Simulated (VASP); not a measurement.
Here is the system:

```xyz
4
Lattice="1.5529 -2.6897 0.0000 1.5529 2.6897 0.0000 0.0000 0.0000 4.9733" Properties=species:S:1:pos:R:3 pbc="T T T"
Al     1.5529    -0.8966     2.4869
Al     1.5529     0.8966     0.0002
N      1.5529    -0.8966     4.3862
N      1.5529     0.8966     1.8996
```

The numbers are results of PBE GGA with D4 dispersion, VASP's PBE PAW potentials (set 64) (plane waves; VASP 6.6.1), not measurements. Settings: 520 eV cut-off, 9×9×5 Γ-centred mesh, tetrahedra with Blöchl corrections, potentials Al N.

The job: AlN (wurtzite), 4 atoms, PBE-D4, static run, 520 eV, 9×9×5 Γ-centred mesh. Roughly how much core time does it take on a busy server core?

About 10 core-seconds (one run on a shared machine, a rough figure). It had 36 irreducible k-points, 12 bands, up to 1130 plane waves and 14 electronic steps.

The compound is AlN in the wurtzite structure. It was relaxed first.
